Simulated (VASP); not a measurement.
# LiH in VASP: one cell, several levels of theory

Rocksalt LiH, under +1.5 % strain along [111] alone is computed at one geometry. Runs: PBE, r2SCAN.

Program: VASP 6.6.1. PAW datasets, plane waves. (Simulation; spin polarisation is off.)

### Step 1. The structure to begin with

The cell comes from an earlier relaxation with r2SCAN in another program, then strained, with the atoms relaxed again.

It is trigonal, R-3m (No. 166); conventional cell a = 2.833 Å, c = 7.043 Å, 8.16 Å³ an atom. Near Li stand 6 H at 2.01 Å; near H stand 6 Li at 2.01 Å.

Structure file:

```cif
data_structure
_symmetry_space_group_name_H-M 'P 1'
_symmetry_Int_Tables_number 1
_cell_length_a 2.8611
_cell_length_b 2.8611
_cell_length_c 2.8611
_cell_angle_alpha 59.344
_cell_angle_beta 59.344
_cell_angle_gamma 59.344
_cell_volume 16.31
loop_
_atom_site_label
_atom_site_type_symbol
_atom_site_fract_x
_atom_site_fract_y
_atom_site_fract_z
_atom_site_occupancy
Li1 Li 0.00000 0.00000 0.00000 1
H1 H 0.50000 0.50000 0.50000 1
```

### Step 2. PBE at this geometry

The input, INCAR:

```
ENCUT = 520.000000
SIGMA = 0.020000
EDIFF = 1.00e-07
GGA = PE
PREC = Accurate
IBRION = -1
ISIF = 2
ISMEAR = -1
NBANDS = 9
NELM = 120
NSW = 0
LASPH = .TRUE.
LCHARG = .FALSE.
LWAVE = .FALSE.
LREAL = .FALSE.
```

The input, KPOINTS:

```
KPOINTS created by Atomic Simulation Environment
0
Gamma
10 10 10
0 0 0
```

The input, KPOINTS_OPT:

```
special points
7
Reciprocal
0.0000000000 0.0000000000 0.0000000000 1
0.5000000000 0.0000000000 0.5000000000 1
0.6250000000 0.2500000000 0.6250000000 1
0.3750000000 0.3750000000 0.7500000000 1
0.5000000000 0.5000000000 0.5000000000 1
0.5000000000 0.2500000000 0.7500000000 1
0.0000000000 0.5000000000 0.5000000000 1
```

The input, POSCAR:

```
Li H
 1.0000000000000000
     0.0200299484000000    2.0230247895000000    2.0230247895000000
     2.0230247895000000    0.0200299484000000    2.0230247895000000
     2.0230247895000000    2.0230247895000000    0.0200299484000000
 Li  H
   1   1
Cartesian
  0.0000000000000000  0.0000000000000000  0.0000000000000000
  2.0330397636999988  2.0330397636999988  2.0330397636999997
```

The run uses the recommended PBE PAW datasets (4 valence electrons a neutral cell).

Started as:

```console
$ mpirun -np 1 vasp_std
```

Printed to the terminal (iteration lines stand in OSZICAR):

```text
POSCAR found type information on POSCAR LiH
 POSCAR found :  2 types and       2 ions
 LDA part: xc-table for (Slater+PW92), standard interpolation
 POSCAR, INCAR and KPOINTS ok, starting setup
 FFT: planning ... GRIDC
 FFT: planning ... GRID_SOFT
 FFT: planning ... GRID
 WAVECAR not read
 entering main loop
 Start KPOINTS_OPT (optional k-point list driver)
k-point batch [1-7\7]
```

OSZICAR:

```text
N       E                     dE             d eps       ncg     rms          rms(c)
DAV:   1    -0.174640264124E+01   -0.17464E+01   -0.14680E+03  2120   0.407E+02
DAV:   2    -0.630669920942E+01   -0.45603E+01   -0.45396E+01  2968   0.544E+01
DAV:   3    -0.636755314637E+01   -0.60854E-01   -0.60827E-01  2511   0.525E+00
DAV:   4    -0.636785647091E+01   -0.30332E-03   -0.30330E-03  2947   0.336E-01
DAV:   5    -0.636785772108E+01   -0.12502E-05   -0.12502E-05  2479   0.161E-02    0.287E+00
DAV:   6    -0.618496789472E+01    0.18289E+00   -0.14972E-01  2320   0.119E+00    0.144E+00
DAV:   7    -0.612419798479E+01    0.60770E-01   -0.19289E-01  2428   0.154E+00    0.220E-01
DAV:   8    -0.612602243691E+01   -0.18245E-02   -0.44251E-03  2520   0.431E-01    0.440E-02
DAV:   9    -0.612598375416E+01    0.38683E-04   -0.16223E-04  2733   0.482E-02    0.697E-03
DAV:  10    -0.612598331205E+01    0.44210E-06   -0.64370E-06  2355   0.182E-02    0.237E-03
DAV:  11    -0.612598330388E+01    0.81782E-08   -0.19238E-07  3031   0.208E-03
   1 F= -.61259833E+01 E0= -.61259833E+01  d E =-.408702E-15
       N       E                     dE             ncg
DAV:   1     0.970311802165E+03   -0.16936E+04      134
DAV:   2     0.937390922976E+03   -0.32921E+02      174
DAV:   3     0.937025316219E+03   -0.36561E+00      164
DAV:   4     0.937024243913E+03   -0.10723E-02      179
DAV:   5     0.937024240110E+03   -0.38035E-05      186
DAV:   6     0.937024240102E+03   -0.81786E-08      188
```

The lines after F= are the extra pass for the points of KPOINTS_OPT, at fixed density; their E is not a total energy.

From OUTCAR:

```text
k-points           NKPTS =    116   k-points in BZ     NKDIM =    116   number of bands    NBANDS=      9

   NELECT =       4.0000    total number of electrons

   dimension x,y,z NGX =    24 NGY =   24 NGZ =   24
   dimension x,y,z NGXF=    48 NGYF=   48 NGZF=   48

  energy-cutoff  :      520.00
  volume of cell :       16.31
      direct lattice vectors                 reciprocal lattice vectors
     0.020029948  2.023024789  2.023024789    -0.250855890  0.248396519  0.248396519
     2.023024789  0.020029948  2.023024789     0.248396519 -0.250855890  0.248396519
     2.023024789  2.023024789  0.020029948     0.248396519  0.248396519 -0.250855890

 k-points in reciprocal lattice and weights: KPOINTS created by Atomic Simulation Env
   0.00000000  0.00000000  0.00000000       0.001
   0.10000000  0.00000000  0.00000000       0.006
   0.20000000  0.00000000  0.00000000       0.006
   0.30000000  0.00000000 -0.00000000       0.006
   0.40000000 -0.00000000 -0.00000000       0.006
   0.50000000  0.00000000 -0.00000000       0.003
   0.10000000  0.10000000 -0.00000000       0.006
   0.20000000  0.10000000 -0.00000000       0.012
[... 108 more k-points ...]

 E-fermi :   0.6301

 k-point     1 :       0.0000    0.0000    0.0000
  band No.  band energies     occupation
      1     -44.2730      2.00000
      2      -5.3527      2.00000
      3      15.9483      0.00000
      4      17.4922      0.00000
      5      17.9336      0.00000
      6      17.9336      0.00000
      7      22.1406      0.00000
      8      22.6600      0.00000
      9      22.6600      0.00000

 k-point     2 :       0.1000    0.0000    0.0000
  band No.  band energies     occupation
      1     -44.2687      2.00000
      2      -5.1749      2.00000
      3      14.5854      0.00000
      4      16.8027      0.00000
      5      17.1666      0.00000
      6      17.5315      0.00000
      7      21.9103      0.00000
      8      23.0344      0.00000
      9      23.5039      0.00000

 k-point     3 :       0.2000    0.0000    0.0000
  band No.  band energies     occupation
      1     -44.2575      2.00000
      2      -4.6554      2.00000
      3      11.4003      0.00000
      4      15.4691      0.00000
      5      16.5804      0.00000
      6      16.8792      0.00000
      7      22.7005      0.00000
      8      23.0044      0.00000
      9      23.1307      0.00000

 k-point     4 :       0.3000    0.0000   -0.0000
  band No.  band energies     occupation
      1     -44.2436      2.00000
      2      -3.8538      2.00000
      3       8.2641      0.00000
      4      14.4223      0.00000
      5      16.2292      0.00000
      6      16.4708      0.00000
      7      20.9235      0.00000
      8      21.0784      0.00000
      9      24.2288      0.00000

 k-point     5 :       0.4000   -0.0000   -0.0000
  band No.  band energies     occupation
      1     -44.2323      2.00000
      2      -2.9704      2.00000
      3       5.9044      0.00000
      4      13.7432      0.00000
      5      16.2034      0.00000
      6      16.3834      0.00000
      7      19.3919      0.00000
      8      19.6076      0.00000
      9      26.0312      0.00000

 k-point     6 :       0.5000    0.0000   -0.0000
  band No.  band energies     occupation
      1     -44.2281      2.00000
      2      -2.5260      2.00000
      3       4.9589      0.00000
      4      13.5087      0.00000
      5      16.2858      0.00000
      6      16.4272      0.00000
      7      18.7831      0.00000
      8      19.0379      0.00000
      9      27.0661      0.00000

 k-point     7 :       0.1000    0.1000   -0.0000
  band No.  band energies     occupation
      1     -44.2674      2.00000
      2      -5.1154      2.00000
      3      14.6861      0.00000
      4      16.0180      0.00000
      5      16.3235      0.00000
      6      18.5543      0.00000
      7      19.8315      0.00000
      8      24.5192      0.00000
      9      24.8730      0.00000

 k-point     8 :       0.2000    0.1000   -0.0000
  band No.  band energies     occupation
      1     -44.2587      2.00000
      2      -4.7032      2.00000
      3      12.4687      0.00000
      4      14.7369      0.00000
      5      15.0885      0.00000
      6      18.2794      0.00000
      7      20.1742      0.00000
      8      23.4438      0.00000
      9      25.8086      0.00000

[... the tables of k-points 9 to 116 left out ...]

  Total       -0.0755631     -0.0755631     -0.0755631     -0.0493665     -0.0493665     -0.0493665
  in kB       -7.4213864     -7.4213864     -7.4213864     -4.8485015     -4.8485015     -4.8485015
  external PRESSURE =      -7.4213864 kB  Pullay stress =       0.0000000 kB

 POSITION                                       TOTAL-FORCE (eV/Angst)
 -----------------------------------------------------------------------------------
      0.00000      0.00000      0.00000         0.000000     -0.000000      0.000000
      2.03304      2.03304      2.03304        -0.000000      0.000000     -0.000000
 -----------------------------------------------------------------------------------
    total drift:                                0.000000     -0.000000     -0.000000

  FREE ENERGIE OF THE ION-ELECTRON SYSTEM (eV)
  ---------------------------------------------------
  free  energy   TOTEN  =        -6.1259833039 eV

  energy  without entropy=       -6.1259833039  energy(sigma->0) =       -6.12598330
```

Wall time 9.4 s (1 MPI rank of Intel Xeon Platinum 8488C, shared host); peak memory 0.14 GiB.

The levels at the points of KPOINTS_OPT are read from vasprun.xml.

Levels at the named points, in eV from the top of band v (v: the last filled band by count, c: the next):

```csv
point,v−1,v,c,c+1
Γ,-44.30,-5.38,15.92,17.46
X,-44.25,0.00,2.99,10.59
U,-44.25,-0.53,4.11,7.50
K,-44.25,-0.53,4.11,7.50
L,-44.26,-2.69,4.78,13.74
W,-44.25,-0.23,5.24,5.28
```

PBE gives a direct gap of 2.99 eV at X. The pressure is -0.74 GPa; the forces vanish within 0.01 eV/Å.

### Step 3. r2SCAN

The input, INCAR:

```
ENCUT = 520.000000
SIGMA = 0.010000
EDIFF = 1.00e-07
ALGO = Normal
METAGGA = R2SCAN
PREC = Accurate
IBRION = -1
ISIF = 2
ISMEAR = 0
NBANDS = 9
NELM = 120
NSW = 0
LASPH = .TRUE.
LCHARG = .TRUE.
LELF = .TRUE.
LWAVE = .FALSE.
LREAL = .FALSE.
```

KPOINTS is that of step 2.

KPOINTS_OPT is that of step 2.

POSCAR is that of step 2.

Started as:

```console
$ mpirun -np 1 vasp_std
```

Printed to the terminal (iteration lines stand in OSZICAR):

```text
POSCAR found type information on POSCAR LiH
 POSCAR found :  2 types and       2 ions
 -----------------------------------------------------------------------------
|                                                                             |
|                                                                             |
|     You enforced a specific xc type in the INCAR file but a different       |
|     I HOPE YOU KNOW WHAT YOU ARE DOING!                                     |
|                                                                             |
 -----------------------------------------------------------------------------

 LDA part: xc-table for (None), standard interpolation
 POSCAR, INCAR and KPOINTS ok, starting setup
 FFT: planning ... GRIDC
 FFT: planning ... GRID_SOFT
 FFT: planning ... GRID
 WAVECAR not read
 entering main loop
 Start KPOINTS_OPT (optional k-point list driver)
k-point batch [1-7\7]
```

OSZICAR:

```text
N       E                     dE             d eps       ncg     rms          rms(c)
DAV:   1    -0.252484328147E+01   -0.25248E+01   -0.15152E+03  2120   0.419E+02
DAV:   2    -0.733798878299E+01   -0.48131E+01   -0.47914E+01  2982   0.574E+01
DAV:   3    -0.740570597174E+01   -0.67717E-01   -0.67685E-01  2515   0.574E+00
DAV:   4    -0.740605682871E+01   -0.35086E-03   -0.35082E-03  2970   0.377E-01
DAV:   5    -0.740605820209E+01   -0.13734E-05   -0.13734E-05  2579   0.175E-02    0.273E+00
DAV:   6    -0.687901189364E+01    0.52705E+00   -0.16737E-01  2655   0.264E+00    0.161E+00
DAV:   7    -0.681543106409E+01    0.63581E-01   -0.19718E-01  2140   0.204E+00    0.291E-01
DAV:   8    -0.681588131904E+01   -0.45025E-03   -0.66910E-03  2429   0.560E-01    0.122E-01
DAV:   9    -0.681638993528E+01   -0.50862E-03   -0.10820E-03  2451   0.237E-01    0.226E-02
DAV:  10    -0.681637752680E+01    0.12408E-04   -0.50703E-05  2362   0.549E-02    0.306E-03
DAV:  11    -0.681637775631E+01   -0.22950E-06   -0.17178E-06  2745   0.127E-02    0.572E-04
DAV:  12    -0.681637767765E+01    0.78654E-07   -0.62057E-08  2584   0.180E-03
   1 F= -.68163777E+01 E0= -.68163777E+01  d E =0.000000E+00
       N       E                     dE             ncg
DAV:   1     0.945866158825E+03   -0.17180E+04      134
DAV:   2     0.909333232877E+03   -0.36533E+02      183
DAV:   3     0.908965560160E+03   -0.36767E+00      172
DAV:   4     0.908964435406E+03   -0.11248E-02      193
DAV:   5     0.908964432585E+03   -0.28204E-05      179
DAV:   6     0.908964432562E+03   -0.23251E-07      194
```

Parts of OUTCAR:

```text
k-points           NKPTS =    116   k-points in BZ     NKDIM =    116   number of bands    NBANDS=      9

   NELECT =       4.0000    total number of electrons

   dimension x,y,z NGX =    24 NGY =   24 NGZ =   24
   dimension x,y,z NGXF=    48 NGYF=   48 NGZF=   48

  energy-cutoff  :      520.00
  volume of cell :       16.31
      direct lattice vectors                 reciprocal lattice vectors
     0.020029948  2.023024789  2.023024789    -0.250855890  0.248396519  0.248396519
     2.023024789  0.020029948  2.023024789     0.248396519 -0.250855890  0.248396519
     2.023024789  2.023024789  0.020029948     0.248396519  0.248396519 -0.250855890

 k-points in reciprocal lattice and weights: KPOINTS created by Atomic Simulation Env
   0.00000000  0.00000000  0.00000000       0.001
   0.10000000  0.00000000  0.00000000       0.006
   0.20000000  0.00000000  0.00000000       0.006
   0.30000000  0.00000000 -0.00000000       0.006
   0.40000000 -0.00000000 -0.00000000       0.006
   0.50000000  0.00000000 -0.00000000       0.003
   0.10000000  0.10000000 -0.00000000       0.006
   0.20000000  0.10000000 -0.00000000       0.012
[... 108 more k-points ...]

 E-fermi :   0.0514

 k-point     1 :       0.0000    0.0000    0.0000
  band No.  band energies     occupation
      1     -45.9909      2.00000
      2      -5.6441      2.00000
      3      17.2010      0.00000
      4      18.6680      0.00000
      5      19.1677      0.00000
      6      19.1677      0.00000
      7      23.0671      0.00000
      8      23.5978      0.00000
      9      23.5978      0.00000

 k-point     2 :       0.1000    0.0000    0.0000
  band No.  band energies     occupation
      1     -45.9868      2.00000
      2      -5.4628      2.00000
      3      15.5605      0.00000
      4      17.9908      0.00000
      5      18.2971      0.00000
      6      18.7001      0.00000
      7      23.1792      0.00000
      8      24.0971      0.00000
      9      24.5871      0.00000

 k-point     3 :       0.2000    0.0000    0.0000
  band No.  band energies     occupation
      1     -45.9760      2.00000
      2      -4.9343      2.00000
      3      12.0980      0.00000
      4      16.6004      0.00000
      5      17.6609      0.00000
      6      17.9932      0.00000
      7      24.0815      0.00000
      8      24.1645      0.00000
      9      24.1800      0.00000

 k-point     4 :       0.3000    0.0000   -0.0000
  band No.  band energies     occupation
      1     -45.9626      2.00000
      2      -4.1245      2.00000
      3       8.8151      0.00000
      4      15.4785      0.00000
      5      17.3257      0.00000
      6      17.6021      0.00000
      7      21.7587      0.00000
      8      21.8990      0.00000
      9      25.8416      0.00000

 k-point     5 :       0.4000   -0.0000   -0.0000
  band No.  band energies     occupation
      1     -45.9517      2.00000
      2      -3.2450      2.00000
      3       6.3852      0.00000
      4      14.7498      0.00000
      5      17.4118      0.00000
      6      17.6227      0.00000
      7      20.0140      0.00000
      8      20.2199      0.00000
      9      27.7749      0.00000

 k-point     6 :       0.5000    0.0000   -0.0000
  band No.  band energies     occupation
      1     -45.9476      2.00000
      2      -2.8112      2.00000
      3       5.4259      0.00000
      4      14.4977      0.00000
      5      17.6392      0.00000
      6      17.7936      0.00000
      7      19.2268      0.00000
      8      19.4914      0.00000
      9      28.8689      0.00000

 k-point     7 :       0.1000    0.1000   -0.0000
  band No.  band energies     occupation
      1     -45.9855      2.00000
      2      -5.4020      2.00000
      3      15.7146      0.00000
      4      17.0062      0.00000
      5      17.3371      0.00000
      6      20.0517      0.00000
      7      20.8003      0.00000
      8      25.7193      0.00000
      9      26.1219      0.00000

 k-point     8 :       0.2000    0.1000   -0.0000
  band No.  band energies     occupation
      1     -45.9771      2.00000
      2      -4.9818      2.00000
      3      13.2344      0.00000
      4      15.6689      0.00000
      5      16.0165      0.00000
      6      19.7908      0.00000
      7      21.3218      0.00000
      8      24.2411      0.00000
      9      27.2629      0.00000

[... the tables of k-points 9 to 116 left out ...]

  Total       -0.1001663     -0.1001663     -0.1001663     -0.0455530     -0.0455530     -0.0455530
  in kB       -9.8377699     -9.8377699     -9.8377699     -4.4739556     -4.4739556     -4.4739556
  external PRESSURE =      -9.8377699 kB  Pullay stress =       0.0000000 kB

 POSITION                                       TOTAL-FORCE (eV/Angst)
 -----------------------------------------------------------------------------------
      0.00000      0.00000      0.00000         0.000000     -0.000000     -0.000000
      2.03304      2.03304      2.03304         0.000000      0.000000      0.000000
 -----------------------------------------------------------------------------------
    total drift:                                0.000000     -0.000000     -0.000000

  FREE ENERGIE OF THE ION-ELECTRON SYSTEM (eV)
  ---------------------------------------------------
  free  energy   TOTEN  =        -6.8163776777 eV

  energy  without entropy=       -6.8163776777  energy(sigma->0) =       -6.81637768
```

Run time: 33 s. Hardware: 1 MPI rank of Intel Xeon Platinum 8488C, shared host; peak memory 0.14 GiB.

The levels at the points of KPOINTS_OPT are read from vasprun.xml.

Levels at the named points, in eV from the top of band v (v: the last filled band by count, c: the next):

```csv
point,v−1,v,c,c+1
Γ,-45.75,-5.40,17.45,18.91
X,-45.69,0.00,3.59,11.50
U,-45.69,-0.54,4.76,8.32
K,-45.69,-0.54,4.76,8.32
L,-45.70,-2.71,5.53,15.02
W,-45.69,-0.24,5.93,5.97
```

The r2SCAN gap is 3.59 eV, direct at X. Pressure: -0.98 GPa; the forces vanish within 0.01 eV/Å.

Axes a, b and c in the maps are those of this run's conventional cell (a, b, c = 2.833, 2.833, 7.043 Å).

Density in a lattice plane of the grid's cell (edges 2.83 and 7.04 Å, at 0.000 of the third edge), which holds Li and H.

Values in e/Å³, 12 rows by 6 columns:
```
 0.48  0.11  0.09  0.12  0.09  0.11
 0.05  0.07  0.14  0.19  0.14  0.07
 0.05  0.06  0.09  0.12  0.09  0.06
 0.08  0.07  0.06  0.08  0.06  0.07
 0.39  0.24  0.10  0.06  0.10  0.24
 1.76  0.57  0.14  0.07  0.14  0.57
 0.39  0.24  0.10  0.06  0.10  0.24
 0.08  0.07  0.06  0.08  0.06  0.07
 0.05  0.06  0.09  0.12  0.09  0.06
 0.05  0.07  0.14  0.19  0.14  0.07
 0.48  0.11  0.09  0.12  0.09  0.11
10.64  1.55  0.06  0.07  0.06  1.55
```
Columns run along the first of these edges and rows up along the second, over one cell in 6 and 12 even steps from the bottom left corner. Atoms in the plane (fractional): Li at (0.00, 0.00), H at (1.00, 0.50).

ELF in the same plane.

Values, 12 rows by 6 columns:
```
0.23 0.01 0.35 0.71 0.35 0.01
0.04 0.20 0.81 0.95 0.81 0.20
0.06 0.12 0.34 0.41 0.34 0.12
0.40 0.21 0.03 0.02 0.03 0.21
0.99 0.97 0.38 0.03 0.38 0.97
1.00 1.00 0.79 0.09 0.79 1.00
0.99 0.97 0.38 0.03 0.38 0.97
0.40 0.21 0.03 0.02 0.03 0.21
0.06 0.12 0.34 0.41 0.34 0.12
0.04 0.20 0.81 0.95 0.81 0.20
0.23 0.01 0.35 0.71 0.35 0.01
1.00 0.51 0.03 0.10 0.03 0.51
```
Columns run along the first of these edges and rows up along the second, over one cell in 6 and 12 even steps from the bottom left corner. Atoms in the plane (fractional): Li at (0.00, 0.00), H at (1.00, 0.50).

Both are smooth fields of the valence electrons: close to the nuclei they are not physical.

The highest ELF values outside the cores: 1.00 at H.

### Step 4. Summary

| level | gap (eV) | pressure (GPa) |
| --- | --- | --- |
| PBE | 2.99 | -0.74 |
| r2SCAN | 3.59 | -0.98 |

In words: The gap spans 2.99 eV (PBE) to 3.59 eV (r2SCAN).
